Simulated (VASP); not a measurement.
```
AgI
1.0
    2.33378    -4.04223     0.00000
    2.33378     4.04223     0.00000
    0.00000     0.00000     7.62399
Ag I
2 2
Direct
  0.66667   0.33333   0.50011
  0.33333   0.66667   0.00011
  0.66667   0.33333   0.87489
  0.33333   0.66667   0.37489
```

Computed with PBE GGA, VASP's PBE PAW potentials (set 64) (plane waves; VASP). Run with 350 eV cut-off, 5×5×3 Γ-centred mesh, Gaussian smearing of 0.050 eV, potentials Ag I.

Q: What does the run give for the energy per atom (σ→0)?

A: 
```json
{
  "energy per atom (σ→0)": "-231.0 kJ/mol of atoms"
}
```

Only differences to runs with the same potentials and settings are physical.

The compound is AgI in the wurtzite structure. It was relaxed first.
